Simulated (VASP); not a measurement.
```
CELL_PARAMETERS angstrom
      0.00000     3.36246     3.36246
      3.36246     0.00000     3.36246
      3.36246     3.36246     0.00000
ATOMIC_POSITIONS crystal
  Sr 0.00000 0.00000 0.00000
  Te 0.50000 0.50000 0.50000
```

Calculation: PBE GGA, VASP's PBE PAW potentials (set 64) (plane waves; VASP). Settings: 520 eV cut-off, Gaussian smearing of 0.050 eV, potentials Sr_sv Te.

Unless said otherwise, spin-orbit coupling is left out, though it shifts the bands of the heavy elements here.

Q: Give the energies of bands 6 to 11 at the high-symmetry points, in eV from the valence-band maximum.

A: 
| band | Γ | X | U | L | W |
|---|---|---|---|---|---|
| 6 | 0.00 | -1.93 | -1.73 | -2.74 | -1.53 |
| 7 | 0.00 | -0.72 | -1.69 | -1.05 | -1.53 |
| 8 | 0.00 | -0.72 | -0.92 | -1.05 | -1.46 |
| 9 | 2.73 | 1.77 | 2.82 | 3.84 | 3.92 |
| 10 | 3.30 | 3.81 | 4.84 | 5.11 | 3.92 |
| 11 | 3.30 | 4.78 | 5.46 | 5.29 | 4.40 |

The gap is indirect, 1.77 eV, from the valence maximum at Γ to the conduction minimum at X.

The compound is SrTe in the rock salt structure. It was relaxed first.
